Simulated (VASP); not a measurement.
A convergence study with VASP on Al2Pd (space group Fm-3m): one setting is varied, all else stays as given below, so the limit is that of these other settings.

```
Al2Pd
1.0
    0.00000     2.94954     2.94954
    2.94954     0.00000     2.94954
    2.94954     2.94954     0.00000
Al Pd
2 1
Cartesian
  1.47477   1.47477   1.47477
  4.42430   4.42430   4.42430
  0.00000   0.00000   0.00000
```

Method: PBEsol GGA, VASP's PBE PAW potentials (set 64) (plane waves; VASP 6.6.1). The tightest run used: 550 eV cut-off, 18×18×18 Γ-centred mesh, tetrahedra with Blöchl corrections, potentials Al Pd.

**Question.** The settings run are 3×3×3 mesh; 4×4×4 mesh; 5×5×5 mesh; 6×6×6 mesh; 7×7×7 mesh; 8×8×8 mesh; 9×9×9 mesh; 10×10×10 mesh; 11×11×11 mesh; 12×12×12 mesh; 13×13×13 mesh; 14×14×14 mesh; 15×15×15 mesh; 16×16×16 mesh; 17×17×17 mesh; 18×18×18 mesh. From which on does the energy per atom stay within 0.001 eV/atom of the tightest run?

**Answer.** From 10×10×10 mesh on: it is off by 0.0007 there and by no more than 0.001 in any finer run, while 9×9×9 mesh is off by 0.0014.
```
setting        E (eV/atom)  pressure (GPa)  irreducible k-points  difference judged (eV/atom)
-------------  -----------  --------------  --------------------  ---------------------------
3×3×3 mesh         -5.3414           -0.86                     4                       0.0144
4×4×4 mesh         -5.3467           -1.05                     8                       0.0197
5×5×5 mesh         -5.3255           -0.92                    10                       0.0015
6×6×6 mesh         -5.3290           -0.72                    16                       0.0019
7×7×7 mesh         -5.3262           -0.73                    20                       0.0008
8×8×8 mesh         -5.3261           -0.74                    29                       0.0009
9×9×9 mesh         -5.3284           -0.70                    35                       0.0014
10×10×10 mesh      -5.3278           -0.71                    47                       0.0007
11×11×11 mesh      -5.3265           -0.67                    56                       0.0005
12×12×12 mesh      -5.3268           -0.69                    72                       0.0003
13×13×13 mesh      -5.3275           -0.69                    84                       0.0005
14×14×14 mesh      -5.3272           -0.68                   104                       0.0001
15×15×15 mesh      -5.3270           -0.69                   120                       0.0001
16×16×16 mesh      -5.3273           -0.68                   145                       0.0003
17×17×17 mesh      -5.3273           -0.68                   165                       0.0002
18×18×18 mesh      -5.3270           -0.68                   195                       0.0000
```

Left out are rungs that failed or repeat a setting and relaxations that didn't move; long series are thinned to 24 rows.

The structure comes from a computed database's Al2Pd entry (Fm-3m); how it stands against other phases isn't given here. The cell was not relaxed at this level.
